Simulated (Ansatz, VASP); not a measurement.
# NbAs in two plane-wave programs, part 2 of 2

Wanted: the spread between two codes on one cell, functional and k mesh.

VASP 6.6.1 and Ansatz 0.2.0.

So far. Step 3 (VASP: single point, PBE): The run ends at a pressure of 3.08 GPa, with forces up to 0.29 eV/Å. Step 6 (Ansatz: single point, r2SCAN): The run ends at a pressure of 1.93 GPa, with forces up to 0.28 eV/Å.

### Step 7. Side by side

What differs besides the data sets and the points named for the pairs above, as far as they apply: VASP keeps PBE cores, Ansatz makes them for the functional; the cutoff is 500 eV in Ansatz and 400 eV in VASP. Total energies have different zeros and are not compared.

The two programs side by side:

| quantity | Ansatz | VASP | difference |
| --- | --- | --- | --- |
| pressure (GPa) | 1.93 | 1.62 | +0.31 |
| pressure without Ansatz's Pulay correction (GPa) | 1.87 | 1.62 | +0.25 |

Forces (eV/Å; atoms numbered as in POSCAR):

| atom | Ansatz x, y, z | VASP x, y, z |
| --- | --- | --- |
| Nb1 | 0.000, 0.000, -0.278 | 0.000, 0.000, -0.279 |
| Nb2 | 0.000, 0.000, -0.278 | 0.000, 0.000, -0.279 |
| As3 | 0.000, 0.000, 0.278 | 0.000, 0.000, 0.279 |
| As4 | 0.000, 0.000, 0.278 | 0.000, 0.000, 0.279 |

The forces differ by 0.4 meV/Å r.m.s., which is 0.3 % of the r.m.s. force of 0.16 eV/Å (both taken over all components). Ansatz's pressure holds a Pulay correction of 0.06 GPa; VASP's holds none.

### Step 8. VASP: single point, LDA

With cell and atoms fixed, the geometry can't cause a difference; cores, projectors, grids and the points listed under the comparison can.

The input, INCAR:

```
SYSTEM = NbAs
PREC = Accurate
ENCUT = 400
EDIFF = 1E-07
NELM = 100
ISMEAR = 0
SIGMA = 0.05
LREAL = .FALSE.
ALGO = Normal
GGA = CA
NBANDS = 52
LASPH = .TRUE.
LWAVE = .FALSE.
LCHARG = .FALSE.
KPAR = 4
LOPTICS = .TRUE.
NEDOS = 2000
CSHIFT = 0.15
```

The input, POSCAR:

```
NbAs
1.0
   -1.7258500000      1.7258500000      5.8400000000
    1.7258500000     -1.7258500000      5.8400000000
    1.7258500000      1.7258500000     -5.8400000000
Nb As
2 2
Direct
    0.5000000000      0.0000000000      0.5000000000
    0.7500000000      0.7500000000      0.0000000000
    0.9160000000      0.4160000000      0.5000000000
    0.1660000000      0.1660000000      0.0000000000
```

The input, KPOINTS:

```
Automatic mesh
0
Gamma
13 13 13
0 0 0
```

The projector-augmented-wave data sets are Nb_sv and As (PBE family, release 64).

On the command line:

```bash
> mpirun -np 4 vasp_std
```

Numbers of over 12 decimals in the logs are rounded to 6 here.

Output:

```text
[banner, memory and clock lines left out]
running    4 mpi-ranks, on    1 nodes
[...]
[... a notice as in an earlier step ...]

 LDA part: xc-table for (Slater(with rela. corr.)+CA(PZ))
 , standard interpolation
 POSCAR, INCAR and KPOINTS ok, starting setup
[...]
entering main loop
       N       E                     dE             d eps       ncg     rms          rms(c)
DAV:   1     0.312233115084E+03    0.31223E+03   -0.13973E+04 20440   0.561E+02
DAV:   2    -0.171255954299E+02   -0.32936E+03   -0.31124E+03 22304   0.229E+02
DAV:   3    -0.378398874812E+02   -0.20714E+02   -0.20106E+02 34304   0.490E+01
DAV:   4    -0.386859112303E+02   -0.84602E+00   -0.83327E+00 28776   0.766E+00
[...]
DAV:  11    -0.364351180497E+02    0.25630E-04   -0.72307E-05 29540   0.550E-02    0.209E-02
DAV:  12    -0.364351173679E+02    0.68183E-06   -0.23780E-06 24828   0.786E-03    0.156E-03
DAV:  13    -0.364351173489E+02    0.18972E-07   -0.36442E-07 27548   0.242E-03
   1 F= -.36435117E+02 E0= -.36434700E+02  d E =-.833824E-03
 optical routines
 imaginary and real dielectric function
 recalculating local potential from charge density
 direction            1
 direction            2
 direction            3
```

Parts of OUTCAR (step 8):

```text
  Total       -2.3988546     -2.3988546     -1.7730467      0.0000000      0.0000000      0.0000000
  in kB      -55.2376981    -55.2376981    -40.8274098      0.0000000      0.0000000      0.0000000
  external PRESSURE =     -50.4342687 kB  Pullay stress =       0.0000000 kB

 POSITION                                       TOTAL-FORCE (eV/Angst)
 -----------------------------------------------------------------------------------
      0.00000      1.72585      0.00000        -0.000000     -0.000000     -0.280211
      0.00000      0.00000      8.76000        -0.000000     -0.000000     -0.280211
      0.00000      1.72585      4.85888        -0.000000      0.000000      0.280211
      0.00000      0.00000      1.93888         0.000000     -0.000000      0.280211
 -----------------------------------------------------------------------------------
    total drift:                               -0.000000     -0.000000     -0.000091

  FREE ENERGIE OF THE ION-ELECTRON SYSTEM (eV)
  ---------------------------------------------------
  free  energy   TOTEN  =       -36.4351173489 eV

  energy  without entropy=      -36.4342835249  energy(sigma->0) =      -36.43470044

[... 2 parts as in an earlier step ...]

[... 1 further part left out ...]
[key lines of the parts left out:]
E-fermi :   9.3784
```

### Step 9. Ansatz: single point, LDA

The same cell, functional (in two slightly different forms), mesh and smearing now go to Ansatz, which takes its cutoff from its data sets.

The input, input.yaml:

```yaml
crystal:
  lattice:
    - [-1.72585, 1.72585, 5.84]
    - [1.72585, -1.72585, 5.84]
    - [1.72585, 1.72585, -5.84]
  atoms:
    - { symbol: Nb, position: [0.5, 0.0, 0.5] }
    - { symbol: Nb, position: [0.75, 0.75, 0.0] }
    - { symbol: As, position: [0.916, 0.416, 0.5] }
    - { symbol: As, position: [0.166, 0.166, 0.0] }
hamiltonian:
  xc: lda
  pseudopotentials: { kind: paw }
kpoints:
  mp_grid: { grid: [13, 13, 13] }
scf:
  occupations: { method: gaussian, width: 0.05 }
  n_extra_bands: 5
output:
  forces: true
  stress: true
  eigenvalues: true
```

On the command line:

```bash
> ansatz run input.yaml --threads 2 --pin off --max-ram 4608MiB --backend cpu --events-out ev --progress --plain --runs-dir out
```

Output:

```text
[...]
Crystal: 4 atoms, lattice volume = 69.579 Å³
Basis set: ecut = 420 eV, 1371 PW (Γ), FFT grids on a1+a3, a2+a3, a3
Bands: 33, of which v1, the nominal top of the filled ones, is band 28 counted from 1 (27 counted from 0)
Symmetry: 8 space group operations
[...]
k-points: 196 of 2197 (time reversal used)
[...]
k-point 0: bands = [... 24 lower, 13.9806, 14.3288, 14.6161, 14.6161, 16.7233, 17.2959, 18.4007, 19.0008, ... 1 higher]
  k-point 1: bands = [... 24 lower, 13.7958, 14.1519, 14.6590, 14.8182, 16.5028, 17.0398, 18.3851, 18.7323, ... 1 higher]
  k-point 2: bands = [... 24 lower, 13.4619, 14.3342, 15.0100, 15.1512, 16.2645, 16.4410, 18.2196, 18.5368, ... 1 higher]
  k-point 195: bands = [... 24 lower, 13.3554, 13.7879, 15.1450, 15.5523, 16.8161, 17.3967, 17.7583, 17.9415, ... 1 higher]
[key lines of the parts left out:]
SCF converged after 7 iterations
Free energy (F): -18435.575834 eV
Fermi energy:    16.014052 eV
P = ⅓ Tr σ = -5.5531 GPa (-55.531 kbar)
```

Elapsed: 34 s, on 2 threads of Arm Neoverse N1, shared host; peak memory 0.55 GiB; 67 s of CPU time.

The run ends at a pressure of -5.55 GPa, with forces up to 0.27 eV/Å.

### Step 10. Side by side

What differs besides the data sets and the points named for the pairs above, as far as they apply: the two LDA forms differ slightly; Ansatz makes its cores anew for this functional, VASP keeps those of its PBE data sets; VASP's log shows a relativistic correction to its local exchange, Ansatz's none. Total energies have different zeros and are not compared.

Compared:

| quantity | Ansatz | VASP | difference |
| --- | --- | --- | --- |
| pressure (GPa) | -5.55 | -5.04 | -0.51 |

Forces (eV/Å; atoms numbered as in POSCAR):

| atom | Ansatz x, y, z | VASP x, y, z |
| --- | --- | --- |
| Nb1 | 0.000, 0.000, -0.272 | 0.000, 0.000, -0.280 |
| Nb2 | 0.000, 0.000, -0.272 | 0.000, 0.000, -0.280 |
| As3 | 0.000, 0.000, 0.272 | 0.000, 0.000, 0.280 |
| As4 | 0.000, 0.000, 0.272 | 0.000, 0.000, 0.280 |

The forces differ by 4.5 meV/Å r.m.s., which is 2.8 % of the r.m.s. force of 0.16 eV/Å (both taken over all components).

### Step 11. Results

```json
{
 "r.m.s. force difference (single point, PBE)": "1.2 meV/Å",
 "r.m.s. force difference (single point, r2SCAN)": "0.43 meV/Å",
 "r.m.s. force difference (single point, LDA)": "4.5 meV/Å",
 "difference in pressure (single point, LDA)": "-0.51 GPa"
}
```

The difference in pressure is -0.51 GPa (single point, LDA), within the 1 GPa picked in this series as the mark of a large difference. 3 further runs of this series are not shown here. How closely two codes agree says nothing of how well the functional describes the real material.

[Lines on the potential files, build, host, timing and source positions are cut from VASP's logs without a mark.]

[Logs are printed without paths, hosts, clocks, repeated set-up lines and the standing remarks that a program may print on its own settings, such as how far it seeks lower states.]

[Hosts, paths, dates, database ids (printed as entryN), source tags and the programs' standing remarks are cut or masked in the printed files.]
